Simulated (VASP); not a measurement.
```xyz
4
Lattice="1.6575 -5.5675 0.0000 1.6575 5.5675 0.0000 0.0000 0.0000 4.5437" Properties=species:S:1:pos:R:3 pbc="T T T"
P      1.6575     4.4351     4.1775
P      1.6575     1.1324     1.9056
P      1.6575    -1.1324     2.6381
P      1.6575    -4.4351     0.3662
```

All values below come from PBE GGA, VASP's PBE PAW potentials (set 64) (plane waves; VASP). Numerical set-up: PREC = Normal, EDIFF = 1E-5, 400 eV cut-off, 8×8×8 Γ-centred mesh, Gaussian smearing of 0.050 eV, potentials P.

Without a dispersion term in the relaxation, distances and binding between the weakly bound layers, chains or molecules are unreliable, and so is what depends on them.

Problem. The ions are relaxed. Predict the relaxed structure.

Solution. 
```xyz
4
Lattice="1.6575 -5.5675 0.0000 1.6575 5.5675 0.0000 0.0000 0.0000 4.5437" Properties=species:S:1:pos:R:3 pbc="T T T"
P      1.6575     4.5086     4.1513
P      1.6575     1.0589     1.8795
P      1.6575    -1.0589     2.6642
P      1.6575    -4.5086     0.3924
```
Space group Cmce (64), at a tolerance of 0.03 Å.

Problem. How much energy does the relaxation gain?

Solution. The energy (σ→0) changes by -35.0 meV/atom, in 7 ionic steps.

| step | E(σ→0) (eV) | max force (eV/Å) | pressure (GPa) | volume (Å³) |
|---|---|---|---|---|
| 1 | -21.3660 | 0.855 | -4.06 | 83.86 |
| 2 | -21.4705 | 0.451 | -1.87 | 83.86 |
| 3 | -21.4959 | 0.331 | -0.09 | 83.86 |
| 4 | -21.5053 | 0.085 | 0.18 | 83.86 |
| 5 | -21.5059 | 0.032 | 0.12 | 83.86 |
| 6 | -21.5059 | 0.030 | 0.12 | 83.86 |
| 7 | -21.5060 | 0.006 | 0.01 | 83.86 |

The compound is P in the black structure. This run relaxes the ions in a fixed cell. Symmetry was kept, so distortions that lower it aren't found.
